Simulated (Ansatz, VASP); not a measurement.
# Cross-check of SiC (Moissanite 3C) between VASP and Ansatz, part 2 of 2

Wanted: the spread between two codes on one cell, functional and k mesh. The cell is taken from a series of runs on this material, whose earlier steps may have relaxed, scaled, displaced or heated it; both programs get it as it stands.

VASP 6.6.1 and Ansatz 0.2.0.

So far: Starting point; VASP: zone-centre phonons, LDA, pair 1.

## (3) Ansatz: zone-centre phonons, LDA, pair 1

Level of this step: Ansatz beside VASP: Kohn-Sham DFT, plane waves, LDA (Ansatz).

Ansatz runs on its PAW soft_1 files.

The same cell, functional (in two slightly different forms) and mesh now go to Ansatz, which takes its cutoff from its data sets.

Contents of input.yaml:

```yaml
crystal:
  lattice:
    - [0.0, 2.1930181087, 2.1930181087]
    - [2.1930181087, 0.0, 2.1930181087]
    - [2.1930181087, 2.1930181087, 0.0]
  atoms:
    - { symbol: C, position: [0.75, 0.75, 0.75] }
    - { symbol: Si, position: [0.0, 0.0, 0.0] }
kpoints:
  mp_grid: { grid: [12, 12, 12] }
hamiltonian:
  xc: lda
  pseudopotentials: { kind: paw, azcp: { folder: soft_1 }, xc_functional: pbe }
scf:
  occupations: { method: fixed }
output:
  eigenvalues: true
phonons:
  method: dfpt
  dielectric: true
  rigid_motions: translations
```

The run is started by

```sh
> ansatz run input.yaml --threads 4 --pin off --max-ram 10240MiB --backend cpu --events-out ev --progress --plain --runs-dir out
```

Numbers of over 12 decimals in the logs are rounded to 6 here.

The program printed:

```text
Engine: ansatz 0.2.0, aarch64-unknown-linux-gnu
Pseudopotentials: kind: paw
Pseudopotential: C, paw, valence charge 4, recommended cutoff 420 eV (normal), soft_1/C.paw.azcp
Pseudopotential: Si, paw, valence charge 4, recommended cutoff 420 eV (normal), soft_1/Si.paw.azcp
Functional definition: SPW92
  exchange = slater_x
  correlation = pw_c
Crystal: 2 atoms, lattice volume = 21.094 Å³
Basis set: ecut = 420 eV, 411 PW (Γ), exchange–correlation on 48×48×48 points (8 copies of the dense FFT grid, shifted against one another)
Bands: 8, of which v1, the nominal top of the filled ones, is band 4 counted from 1 (3 counted from 0)
Symmetry: 24 space group operations
k-points: 280 of 1728 (irreducible under 4 space group operations, time reversal used)
Non-local potential: C, projectors of the file, l = 0: 2, l = 1: 2, l = 2: 1
Non-local potential: Si, projectors of the file, l = 0: 2, l = 1: 2, l = 2: 1
PAW form: soft (Blöchl's): semilocal exchange-correlation on the pseudo side does not see the compensation charge
PAW frozen core: C, regenerated for the run's functional, and the local potential with it (the file was generated under x = pbe(κ = 0.804, μ = 0.219515), c = pbe(β = 0.066725))
PAW frozen core: Si, regenerated for the run's functional, and the local potential with it (the file was generated under x = pbe(κ = 0.804, μ = 0.219515), c = pbe(β = 0.066725))
PAW one-centre angular grid: C, 110 points (default); XC on 64 Gauss nodes
PAW one-centre angular grid: Si, 110 points (default); XC on 64 Gauss nodes
Initial density: superposition of atomic densities (chi_scale 0.1, normalization cell, long waves kept (reshape's long-wave potential 0.00 eV rms))
Initial wavefunctions: pseudopotential atomic-orbital guess
Functional: x = slater, c = lda
SCF iter   1: F=—  HF=-853.664334 eV  |F-HF|=—  |Δ(HF+E_count)|=         —  Δρ=1.33e-1  dr2=4.63e0  ethr=3.10e-3  ⟨swp⟩=4.5  Hψ=15599  notcnv=0  defer=331
preconditioner: auto → none  [insulator: Δε(μ)=3.299 eV  Ē_g=14.462 eV  n_scr=0 (ndim 8)  ℏωp=22.9 eV  f_vac=0.000  ε∞_Penn≈3.5]
SCF iter   2: F=—  HF=-852.298629 eV  |F-HF|=—  |Δ(HF+E_count)|=    1.37e0  Δρ=5.08e-2  dr2=3.71e-1  ethr=3.10e-3  ⟨swp⟩=3.0  Hψ=7208  notcnv=0  defer=528
SCF iter   3: F=—  HF=-852.191885 eV  |F-HF|=—  |Δ(HF+E_count)|=   1.07e-1  Δρ=1.87e-2  dr2=3.93e-2  ethr=3.10e-3  ⟨swp⟩=2.2  Hψ=4130  notcnv=0  defer=524
SCF iter   4: F=—  HF=-852.183182 eV  |F-HF|=—  |Δ(HF+E_count)|=   8.70e-3  Δρ=1.29e-3  dr2=1.80e-4  ethr=4.91e-4  ⟨swp⟩=2.0  Hψ=2809  notcnv=0  defer=545
SCF iter   5: F=—  HF=-852.183260 eV  |F-HF|=—  |Δ(HF+E_count)|=   7.81e-5  Δρ=1.73e-4  dr2=2.05e-6  ethr=2.25e-6  ⟨swp⟩=2.3  Hψ=3499  notcnv=0  defer=541
SCF iter   6: F=—  HF=-852.183262 eV  |F-HF|=—  |Δ(HF+E_count)|=   1.71e-6  Δρ=3.91e-5  dr2=1.44e-7  ethr=2.56e-8  ⟨swp⟩=2.1  Hψ=3373  notcnv=0  defer=65
SCF iter   7: F=—  HF=-852.183262 eV  |F-HF|=—  |Δ(HF+E_count)|=   2.09e-7  Δρ=6.57e-6  dr2=3.53e-9  ethr=1.80e-9  ⟨swp⟩=1.1  Hψ=2289  notcnv=0  defer=3
SCF iter   8: F=-852.183262 eV  HF=-852.183262 eV  |F-HF|=9.09e-13  |Δ(HF+E_count)|=  3.78e-10  Δρ=2.19e-7  dr2=4.35e-12  ethr=1.25e-12  ⟨swp⟩=6.4  Hψ=15778  notcnv=0
SCF 1 converged in 8 iterations: F = -852.183262 eV  dr2 = 4.35e-12
  greatest PAW one-centre occupation: 0.637 electrons in one spin orbital (limit 2), on the C atom at site 0 (counted from 0), in its partial waves of l = 0
NSCF: frozen V_eff on 1 k-points
DFPT response loops at Γ: preconditioner auto → none (the input reference at scf.mixing.eps_inf says where Resta's filter doesn't serve); β = 0.50; Broyden in place of MSR1
── the response to a field inside a basis, on 12×12×12 k-points: an SCF that follows is theirs, and a resumed run solves both again ──
Bands: 5, of which v1, the nominal top of the filled ones, is band 4 counted from 1 (3 counted from 0)
k-points: 182 of 1728 (irreducible under 6 space group operations, time reversal used)
Initial density: handed on by an earlier stage of this run
Initial wavefunctions: pseudopotential atomic-orbital guess (no wavefunctions were taken with the density)
Eigensolver: Dense (182 Hₖ)
SCF iter   1: F=—  HF=-852.184173 eV  |F-HF|=—  |Δ(HF+E_count)|=         —  Δρ=2.53e-4  dr2=1.70e-6  ethr=1.00e-1
preconditioner: auto → none  [insulator: Δε(μ)=1.490 eV  Ē_g=10.485 eV  n_scr=0 (ndim 8)  ℏωp=22.9 eV  f_vac=0.000  ε∞_Penn≈5.8]
SCF iter   2: F=—  HF=-852.184174 eV  |F-HF|=—  |Δ(HF+E_count)|=   1.00e-6  Δρ=1.26e-4  dr2=4.36e-7  ethr=2.13e-8
SCF iter   3: F=—  HF=-852.184174 eV  |F-HF|=—  |Δ(HF+E_count)|=   4.17e-7  Δρ=2.72e-5  dr2=1.29e-7  ethr=5.45e-9
SCF iter   4: F=-852.184174 eV  HF=-852.184174 eV  |F-HF|=1.98e-11  |Δ(HF+E_count)|=   3.58e-8  Δρ=1.93e-6  dr2=2.58e-10  ethr=1.61e-9
SCF 1 converged in 4 iterations: F = -852.184174 eV  dr2 = 2.58e-10
DFPT response loops at Γ: mixed as the last ones told, above
SCF converged after 8 iterations
Free energy (F): -852.183262 eV
Harris-Foulkes:  -852.183262 eV  (|F-HF|=9.09e-13)
Internal energy: -852.183262 eV  (E = F + TS)
E sigma→0 (E₀):  -852.183262 eV
Fermi energy:    9.005831 eV
--- Per-component energies (eV) ---
  E_band       = 25.507599
  E_kinetic    = 132.224144
  E_local      = -98.319593  (includes V_loc(G=0)·N_el)
  E_nonlocal   = 46.962198
  E_hartree    = 31.718998
  E_xc         = -104.492037
  E_vxc        = -108.215137  (∫ρ·V_xc dr)
  E_paw        = -577.460783  (= ΣΔE_a)
  E_vpaw       = -10.582048  (= ΣTr[D̂ρ^β])
  E_aug_tail   = 0.000047  (compensation charges beyond the density's cutoff)
  E_ewald      = -282.963398
  E_core_change = 0.147163  (= ΣΔE_core)
  E_smearing   = -0.000000  (= −TS)
  E_closure    = 0.000000  (closes the sum)
  Σ components = -852.183262   (vs F -852.183262, Δ=0.00e0)
--- Band table (eV; the first three rows and the last of 280) ---
  k-point 0: bands = ["-6.1680", "9.0058", "9.0058", "9.0058", "15.0412", "16.0716", "16.0716", "16.0716"]
  k-point 1: bands = ["-6.0338", "8.2875", "8.9105", "8.9105", "15.2733", "16.2157", "16.2442", "16.2442"]
  k-point 2: bands = ["-5.6351", "6.6643", "8.6750", "8.6750", "15.1276", "16.5849", "16.5849", "17.0896"]
  k-point 279: bands = ["-0.9224", "1.9952", "4.0716", "4.3663", "14.1161", "18.1268", "18.2085", "18.5398"]
--- Phonons (Γ-DFPT): 2 representative perturbations + reference, on 280 of 1728 k-points (Σ response iterations 6) ---
  k mesh reduced under 4 symmetry operations, with k and −k counted as one. Each operation leaves every solved perturbation unchanged. A smaller set is not considered because the run solves the response to a homogeneous field
  ASR residual: 9.508e-5 → 0.000e0 eV/Å²; symmetrization residual: 2.488e-7 eV/Å²
  ASR residual per site (eV/Å²): 9.51e-5 4.56e-5
  Γ frequencies (cm⁻¹): 0.00 0.00 0.00 762.83 762.83 762.83
  ε∞ (high-frequency dielectric tensor):
        7.026478     0.000000     0.000000
        0.000000     7.026478     0.000000
        0.000000     0.000000     7.026478
  ε⁰ (static dielectric tensor: ions relaxed, cell fixed):
       10.505969    -0.000000    -0.000000
       -0.000000    10.505969    -0.000000
       -0.000000    -0.000000    10.505969
  ε⁰ − ε∞ (ionic part):
        3.479491    -0.000000    -0.000000
       -0.000000     3.479491    -0.000000
       -0.000000    -0.000000     3.479491
  softest optical mode at Γ: 762.83 cm⁻¹; the repairs (sum rule, projections) moved no ω² at Γ by more than (1.48 cm⁻¹)²
  Born effective charges Z* (e; rows j = field, columns β = displacement):
    site 0:
        -2.70229    0.00000   -0.00000
         0.00000   -2.70229   -0.00000
         0.00000   -0.00000   -2.70229
    site 1:
         2.70229   -0.00000    0.00000
        -0.00000    2.70229    0.00000
        -0.00000    0.00000    2.70229
  Z* charge neutrality: 6.802e-4 e pre-enforcement
  solved inside a basis spanned on kpoints, on 12×12×12 k-points, its susceptibility summed on 16×16×16: ε∞ is read to err by 1.9e-2, Z* by 9.2e-3 e (field_mesh: kpoints solves on kpoints); Z* is corrected for what the basis lacks
  optical modes at Γ without the LO–TO term, one row a degenerate level:
      ω (cm⁻¹)  modes    IR ((D/Å)²/amu)
        762.83      3            60.0750
  optical modes at Γ + LO–TO along q̂ = [1.0000, 0.0000, 0.0000]:
      ω (cm⁻¹)  modes    IR ((D/Å)²/amu)
        762.83      2            40.0500
        932.78      1            20.0250
  optical modes at Γ + LO–TO along q̂ = [0.0000, 1.0000, 0.0000]:
      ω (cm⁻¹)  modes    IR ((D/Å)²/amu)
        762.83      2            40.0500
        932.78      1            20.0250
  optical modes at Γ + LO–TO along q̂ = [0.0000, 0.0000, 1.0000]:
      ω (cm⁻¹)  modes    IR ((D/Å)²/amu)
        762.83      2            40.0500
        932.78      1            20.0250
```

## (4) Side by side

Known differences besides the potentials themselves: fixed occupations in Ansatz, narrow Gaussian smearing in VASP; VASP's response is taken on the typed mesh, Ansatz refines its own for the field response alone; the cutoff is 420 eV in Ansatz and 600 eV in VASP; VASP's log shows a relativistic correction to its local exchange, Ansatz's none. Total energies have different zeros and are not compared.

Compared:

```
                                     quantity  Ansatz   VASP  difference
                                        ε∞ xx    7.03   7.04     -0.18 %
                                        ε∞ yy    7.03   7.04     -0.18 %
                                        ε∞ zz    7.03   7.04     -0.18 %
 Born charge of C1 (mean of the diagonal) (e)   -2.70  -2.69       -0.02
Born charge of Si2 (mean of the diagonal) (e)    2.70   2.69       +0.02
                   optical mode 1 to 3 (cm⁻¹)   762.8  762.7     +0.02 %
```

Modes are paired by rising frequency, not by their patterns, so a pair may set unlike modes beside each other; they are those without the splitting of longitudinal modes.

## (5) VASP: zone-centre phonons, LDA, pair 2

Second derivatives magnify differences that forces hide, and they need a tight electronic threshold. The cell compared in this pair holds 21.50 Å³, against 21.09 Å³ for the pair before.

Contents of INCAR:

```
SYSTEM = SiC
PREC = Accurate
ENCUT = 600
EDIFF = 1E-08
NELM = 120
ISMEAR = 0
SIGMA = 0.01
LREAL = .FALSE.
ALGO = Normal
GGA = PW92
NBANDS = 10
LORBIT = 11
LWAVE = .FALSE.
LCHARG = .FALSE.
ISIF = 2
IBRION = 8
LEPSILON = .TRUE.
LASPH = .TRUE.
GGA_COMPAT = .FALSE.
EFERMI = MIDGAP
KPAR = 2
```

Contents of POSCAR:

```
SiC
1.0
    0.0000000000      2.2069867536      2.2069867536
    2.2069867536      0.0000000000      2.2069867536
    2.2069867536      2.2069867536      0.0000000000
C Si
1 1
Direct
    0.7500000000      0.7500000000      0.7500000000
    0.0000000000      0.0000000000      0.0000000000
```

Contents of KPOINTS:

```
Automatic mesh
0
Gamma
12 12 12
0 0 0
```

The projector-augmented-wave data sets are C and Si (LDA family, release 64).

The run is started by

```sh
> mpirun -np 2 vasp_std
```

The program printed:

```text
[banner, memory and clock lines left out]
running    2 mpi-ranks, on    1 nodes
[...]
[... a notice as in an earlier step ...]

 LDA part: xc-table for (Slater(with rela. corr.)+PW92), standard interpolation
 POSCAR, INCAR and KPOINTS ok, starting setup
[...]
entering main loop
       N       E                     dE             d eps       ncg     rms          rms(c)
DAV:   1     0.305758186528E+01    0.30576E+01   -0.43233E+03  1504   0.757E+02
DAV:   2    -0.178858639241E+02   -0.20943E+02   -0.19638E+02  1882   0.115E+02
DAV:   3    -0.185331950575E+02   -0.64733E+00   -0.64622E+00  1698   0.177E+01
DAV:   4    -0.185363392812E+02   -0.31442E-02   -0.31440E-02  1672   0.154E+00
[...]
DAV:  11    -0.166089581909E+02   -0.13792E-06   -0.57029E-06  1698   0.147E-02    0.111E-02
DAV:  12    -0.166089579661E+02    0.22482E-06   -0.60364E-07  1524   0.433E-03    0.978E-04
DAV:  13    -0.166089579651E+02    0.10070E-08   -0.23149E-08  1524   0.925E-04
   1 F= -.16608958E+02 E0= -.16608958E+02  d E =0.000000E+00
[...]
RMM:  11    -0.122722188947E+00   -0.47744E-09    0.46693E-08  7672   0.881E-06    0.162E-07
 first order change of Fermi-energy  -0.15741E+01
 force on displaced ion       1 direction 1 : -17.238  -0.000  -0.000
 Born effective charge ion    1 direction 1 :  -2.673   0.000   0.000
 Linear response progress:
  Degree of freedom:   2/  2
       N       E                     dE             d eps       ncg     rms          rms(c)
RMM:   1    -0.162203186406E-01   -0.16220E-01   -0.58652E-03 13255   0.870E-01
RMM:   2    -0.142090433718E-01    0.20113E-02   -0.51219E-04  8627   0.195E-01    0.123E-01
RMM:   3    -0.141200521293E-01    0.88991E-04   -0.84513E-05  8784   0.434E-02    0.706E-02
RMM:   4    -0.141568966732E-01   -0.36845E-04   -0.83610E-05  8879   0.426E-02    0.782E-03
[...]
RMM:   8    -0.141366119165E-01   -0.26927E-07   -0.54944E-09  9676   0.396E-05    0.161E-05
RMM:   9    -0.141366372236E-01   -0.25307E-07    0.36450E-08  9546   0.163E-05    0.342E-06
RMM:  10    -0.141366299342E-01    0.72894E-08    0.47492E-08  9225   0.673E-06    0.969E-07
 first order change of Fermi-energy   0.15744E+01
 force on displaced ion       2 direction 1 : -17.238   0.000   0.000
 Born effective charge ion    2 direction 1 :   2.672   0.000   0.000
 Born effective charges drift removed
 Linear response finished
```

From OUTCAR (step 5):

```text
  Total       -1.6073035     -1.6073035     -1.6073035     -0.0000000     -0.0000000      0.0000000
  in kB     -119.7786211   -119.7786211   -119.7786211     -0.0000000     -0.0000000      0.0000000
  external PRESSURE =    -119.7786211 kB  Pullay stress =       0.0000000 kB

 POSITION                                       TOTAL-FORCE (eV/Angst)
 -----------------------------------------------------------------------------------
      3.31048      3.31048      3.31048        -0.000000     -0.000000     -0.000000
      0.00000      0.00000      0.00000         0.000000      0.000000      0.000000
 -----------------------------------------------------------------------------------
    total drift:                                0.000000      0.000000      0.000000

 MACROSCOPIC STATIC DIELECTRIC TENSOR (including local field effects in DFT)
 ------------------------------------------------------
           7.095415    -0.000000    -0.000000
           0.000000     7.095415     0.000000
          -0.000000     0.000000     7.095415
 ------------------------------------------------------

 MACROSCOPIC STATIC DIELECTRIC TENSOR IONIC CONTRIBUTION
 ------------------------------------------------------
           3.488756    -0.000000    -0.000000
          -0.000000     3.488756     0.000000
          -0.000000     0.000000     3.488756
 ------------------------------------------------------

[... 1 part as in an earlier step ...]

[... 1 further part left out ...]
```

## (6) Ansatz: zone-centre phonons, LDA, pair 2

The same cell, functional (in two slightly different forms) and mesh now go to Ansatz, which takes its cutoff from its data sets.

The cell is taken from a series of runs on this material, whose earlier steps may have relaxed, scaled, displaced or heated it; both programs get it as it stands.

input.yaml, the sections that differ from step 3:

```yaml
crystal:
  lattice:
    - [0.0, 2.2069867536, 2.2069867536]
    - [2.2069867536, 0.0, 2.2069867536]
    - [2.2069867536, 2.2069867536, 0.0]
  atoms:
    - { symbol: C, position: [0.75, 0.75, 0.75] }
    - { symbol: Si, position: [0.0, 0.0, 0.0] }
# kpoints, hamiltonian, scf, output, phonons: as in step 3
```

The run is started by

```sh
> ansatz run input.yaml --threads 4 --pin off --max-ram 10240MiB --backend cpu --events-out ev --progress --plain --runs-dir out
```

The program printed:

```text
[...]
Crystal: 2 atoms, lattice volume = 21.500 Å³
Basis set: ecut = 420 eV, 411 PW (Γ), exchange–correlation on 48×48×48 points (8 copies of the dense FFT grid, shifted against one another)
Bands: 8, of which v1, the nominal top of the filled ones, is band 4 counted from 1 (3 counted from 0)
Symmetry: 24 space group operations
k-points: 280 of 1728 (irreducible under 4 space group operations, time reversal used)
[...]
optical modes at Γ + LO–TO along q̂ = [1.0000, 0.0000, 0.0000]:
      ω (cm⁻¹)  modes    IR ((D/Å)²/amu)
[...]
optical modes at Γ + LO–TO along q̂ = [0.0000, 1.0000, 0.0000]:
      ω (cm⁻¹)  modes    IR ((D/Å)²/amu)
        746.37      2            39.6254
        913.52      1            19.8127
  optical modes at Γ + LO–TO along q̂ = [0.0000, 0.0000, 1.0000]:
      ω (cm⁻¹)  modes    IR ((D/Å)²/amu)
        746.37      2            39.6254
        913.52      1            19.8127
[key lines of the parts left out:]
SCF converged after 8 iterations
Free energy (F): -852.157481 eV
Fermi energy:    8.771631 eV
```

## (7) Differences

Both answers:

```
                                     quantity  Ansatz   VASP  difference
                                        ε∞ xx    7.08   7.10     -0.16 %
                                        ε∞ yy    7.08   7.10     -0.16 %
                                        ε∞ zz    7.08   7.10     -0.16 %
 Born charge of C1 (mean of the diagonal) (e)   -2.69  -2.67       -0.01
Born charge of Si2 (mean of the diagonal) (e)    2.69   2.67       +0.01
                   optical mode 1 to 3 (cm⁻¹)   746.4  746.4     -0.01 %
```

Modes are paired by rising frequency, not by their patterns, so a pair may set unlike modes beside each other; they are those without the splitting of longitudinal modes.

## (8) What came out

| Item | Value |
| --- | --- |
| r.m.s. difference of the optical zone-centre modes, each program's sorted by frequency (zone-centre phonons, LDA, pair 1) | 0.16 cm⁻¹ |
| r.m.s. difference of the optical zone-centre modes, each program's sorted by frequency (zone-centre phonons, LDA, pair 2) | 0.080 cm⁻¹ |

What this shows: The r.m.s. difference of the optical zone-centre modes, each program's sorted by frequency is 0.16 cm⁻¹ (zone-centre phonons, LDA, pair 1). How closely two codes agree says nothing of how well the functional describes the real material.

[Lines on the potential files, build, host, timing and source positions are cut from VASP's logs without a mark.]

[Logs are printed without paths, hosts, clocks, repeated set-up lines and the standing remarks that a program may print on its own settings, such as how far it seeks lower states.]

[Hosts, paths, dates, database ids (printed as entryN), source tags and the programs' standing remarks are cut or masked in the printed files.]
